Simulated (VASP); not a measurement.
```
CELL_PARAMETERS angstrom
      1.98785    -3.44306     0.00000
      1.98785     3.44306     0.00000
      0.00000     0.00000     5.08412
ATOMIC_POSITIONS crystal
  Se 0.00000 0.24762 0.66667
  Se 0.75238 0.75238 0.00000
  Se 0.24762 0.00000 0.33333
```

Level of theory: r2SCAN meta-GGA, VASP's PBE PAW potentials (set 64) (plane waves; VASP 6.6.1). Numerical set-up: 500 eV cut-off, 7×7×5 Γ-centred mesh, Gaussian smearing of 0.050 eV, potentials Se.

**Question.** Estimate the energy per atom (σ→0), pressure.

**Answer.** 
```json
{
 "energy per atom (σ→0)": "-14.242 eV/atom",
 "pressure": "49.2 kbar"
}
```

The compound is Se in the trig structure. It was relaxed first under an external pressure of 5 GPa.
